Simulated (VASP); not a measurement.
Data:

```yaml
crystal:
  lattice:
    - [2.25410, -3.90422, 0.00000]
    - [2.25410, 3.90422, 0.00000]
    - [0.00000, 0.00000, 7.36452]
  atoms:
    - { symbol: Cd, position: [0.66667, 0.33333, 0.50014] }
    - { symbol: Cd, position: [0.33333, 0.66667, 0.00014] }
    - { symbol: Se, position: [0.66667, 0.33333, 0.87586] }
    - { symbol: Se, position: [0.33333, 0.66667, 0.37586] }
```

Method: vdW-DF2, VASP's PBE PAW potentials (set 64) (plane waves; VASP 6.6.1). Run with 520 eV cut-off, 6×6×4 Γ-centred mesh, tetrahedra with Blöchl corrections, potentials Cd Se.

The cores are frozen, which limits the accuracy of field gradients.

Question: Give the principal components of the electric field gradient (V/Å²) and the asymmetry η at each nucleus.

Answer: 
| atom | Vxx | Vyy | Vzz | η |
|---|---|---|---|---|
| Cd1 | -1.4 | -1.4 | 2.8 | 0.00 |
| Cd2 | -1.4 | -1.4 | 2.8 | 0.00 |
| Se3 | -1.1 | -1.1 | 2.2 | 0.00 |
| Se4 | -1.1 | -1.1 | 2.2 | 0.00 |

The compound is CdSe in the wurtzite structure. It was relaxed first, which changed the volume by +15 %.
